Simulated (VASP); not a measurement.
Energy against volume of Zn (hcp). These are revPBE GGA, VASP's PBE PAW potentials (set 64) (plane waves; VASP) values and carry that method's errors. Run with 520 eV cut-off, 15×15×8 Γ-centred mesh, first-order Methfessel-Paxton smearing of 0.10 eV, potentials Zn.

Shape and ions are relaxed at each volume.

| V (Å³/atom) | E (eV/atom) |
|---|---|
| 15.136 | -0.80709 |
| 15.604 | -0.81286 |
| 16.072 | -0.81303 |
| 16.540 | -0.80879 |

### Question
Fit these four points and predict the energy of the run at 14.667 Å³/atom.

### Answer
A cubic in V^(−2/3), the third-order Birch-Murnaghan form, passes through the four points with V0 = 15.85 Å³/atom and B0 = 57 GPa, and gives -0.7942 eV/atom there. The run gave -0.7943 eV/atom, -0.1 meV/atom from the fit; all five points give B0 = 57 GPa.

The compound is Zn in the hcp structure. It was relaxed first.
